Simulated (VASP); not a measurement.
Al4B3P: relaxation of cell and atoms with PBE

Crystal: Al4B3P.

```
CELL_PARAMETERS angstrom
5.12401 0.00000 0.00000
-2.56200 4.43752 0.00000
0.00000 0.00000 5.46960
ATOMIC_POSITIONS crystal
Al 0.50000 0.00000 0.00000
Al 0.00000 0.50000 0.00000
Al 0.50000 0.50000 0.00000
Al 0.00000 0.00000 0.00000
B 0.50000 0.00000 0.50000
B 0.00000 0.50000 0.50000
B 0.50000 0.50000 0.50000
P 0.00000 0.00000 0.50000
```

The cell was built by a generator and needn't be a form met in nature.

| Item | Value |
| --- | --- |
| Program | VASP 6.6.1 |
| Task | relaxation of cell and atoms |
| Functional | PBE |
| Potentials or basis | VASP PAW PBE potentials, release 64 (Al, B, P) |
| Cutoff | 520 eV |
| k mesh | 3 × 3 × 3 |
| Occupations | gaussian, width 0.15 eV |
| Spin | no spin polarisation |
| Further INCAR settings | PREC = Normal; ALGO = Fast; EDIFF = 0.0001; IBRION = 2; EDIFFG = -0.08; NSW = 24; ISIF = 3 |

| Quantity | Value |
| --- | --- |
| Relaxed volume | 13.97 Å³/atom |
| Relaxed cell | a = 5.212 Å, b = 5.212 Å, c = 4.750 Å, α = 90.00°, β = 90.00°, γ = 120.00° |
| Space group after relaxing (to 0.05 Å) | P6/mmm (No. 191) |
| Energy gained by relaxing | 132.5 meV/atom |
| Ionic steps | 11 |
| Pressure after relaxing | 0.0 GPa |
| Band gap on the k mesh | none (metal or under the smearing width) |

Stress tensor (GPa, compression positive):
```
 0.10  0.00  0.00
 0.00  0.10  0.00
 0.00  0.00 -0.17
```

Step by step:
| step | energy change (eV) | largest force (eV/Å) | pressure (GPa) | volume (Å³) |
| --- | --- | --- | --- | --- |
| 1 | 0.0000 | 0.0000 | -7.41 | 124.37 |
| 2 | -0.7177 | 0.0000 | -1.27 | 111.73 |
| 3 | -0.7754 | 0.0000 | 1.67 | 108.61 |
| 4 | -0.7346 | 0.0000 | 8.89 | 102.49 |
| 5 | -0.7852 | 0.0000 | 3.32 | 107.11 |
| 6 | -1.0304 | 0.0000 | 2.34 | 108.73 |
| 7 | -1.0392 | 0.0000 | 2.33 | 108.95 |
| 8 | -1.0381 | 0.0000 | 2.45 | 109.37 |
| 9 | -1.0410 | 0.0000 | 2.38 | 109.20 |
| 10 | -1.0560 | 0.0000 | -1.02 | 112.96 |
| 11 | -1.0603 | 0.0000 | 0.01 | 111.73 |

Final structure:
```cif
data_structure
_symmetry_space_group_name_H-M 'P 1'
_symmetry_Int_Tables_number 1
_cell_length_a 5.2118
_cell_length_b 5.2118
_cell_length_c 4.7495
_cell_angle_alpha 90.000
_cell_angle_beta 90.000
_cell_angle_gamma 120.000
_cell_volume 111.73
loop_
_atom_site_label
_atom_site_type_symbol
_atom_site_fract_x
_atom_site_fract_y
_atom_site_fract_z
_atom_site_occupancy
Al1 Al 0.50000 0.00000 0.00000 1
Al2 Al 0.00000 0.50000 0.00000 1
Al3 Al 0.50000 0.50000 0.00000 1
Al4 Al 0.00000 0.00000 0.00000 1
B1 B 0.50000 0.00000 0.50000 1
B2 B 0.00000 0.50000 0.50000 1
B3 B 0.50000 0.50000 0.50000 1
P1 P 0.00000 0.00000 0.50000 1
```

Levels at points of the mesh, in eV from the Fermi level:
| k point | band 12 | band 13 | band 14 | band 15 | band 16 | band 17 |
| --- | --- | --- | --- | --- | --- | --- |
| (0.00, 0.00, 0.00) | -0.68 | -0.22 | -0.22 | -0.13 | 0.81 | 1.50 |

Wall time 9.1 s on 4 MPI ranks on Intel(R) Xeon(R) 6975P-C (Granite Rapids) (shared host), peak memory 0.12 GiB a rank.

Caveat: the k mesh is coarse (spacing up to 0.47 Å⁻¹), so the values aren't converged; the relaxation stopped at a loose force limit of 0.08 eV/Å, so its end isn't a converged minimum.
